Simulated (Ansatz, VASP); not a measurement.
TaTe: energy against volume and a worked fit

The structure is cubic, space group Pm-3m (No. 221). Conventional cell: a = 3.420 Å, b = 3.420 Å, c = 3.420 Å, α = 90.00°, β = 90.00°, γ = 90.00°. Around Ta (site symmetry m-3m) lie 8 Te at 2.96 Å. Around Te (site symmetry m-3m) lie 8 Ta at 2.96 Å.

The cell comes from a database or a generator and needn't be the stable form of this composition.

The cell was scaled at fixed shape and fractions and run with Ansatz, Ansatz PAW (earlier soft set), cutoff 420 eV; PBE, k mesh 8 × 8 × 8 on the cell of 2 atoms, fermi-dirac occupations of 0.05 eV, no spin polarisation, no spin-orbit coupling. Energies are those that the program minimises, any entropy of the smearing included. For a metal such a mesh isn't converged to the digits shown.

| V (Å³/atom) | energy over the lowest row (meV/atom) |
| --- | --- |
| 18.8023 | 37.69 |
| 19.2023 | ? |
| 19.6024 | 4.13 |
| 20.0024 | 0.00 |
| 20.4025 | 3.12 |
| 20.8025 | 12.72 |
| 21.2026 | 28.12 |

Question: Fit the third-order Birch-Murnaghan form, give V0, B0 and B′, and predict the energy left open.

Answer: With y = (V0/V)^(2/3), E = E0 + (9 V0 B0/16) [(y - 1)³ B′ + (y - 1)² (6 - 4y)]. Least squares through the rows shown give V0 = 20.0229 Å³/atom, E0 = -0.01 meV, B0 = 144.3 GPa (1 eV/Å³ = 160.218 GPa) and B′ = 4.61, with a largest miss of 0.01 meV. At V = 19.2023 the form with these constants gives 16.37 meV; the run gave 16.38 meV an atom. Other set-ups at this level, from all their volumes (Å³/atom, GPa): VASP, PBE PAW files Ta_pv, Te, 520 eV: V0 20.026, B0 144.7.
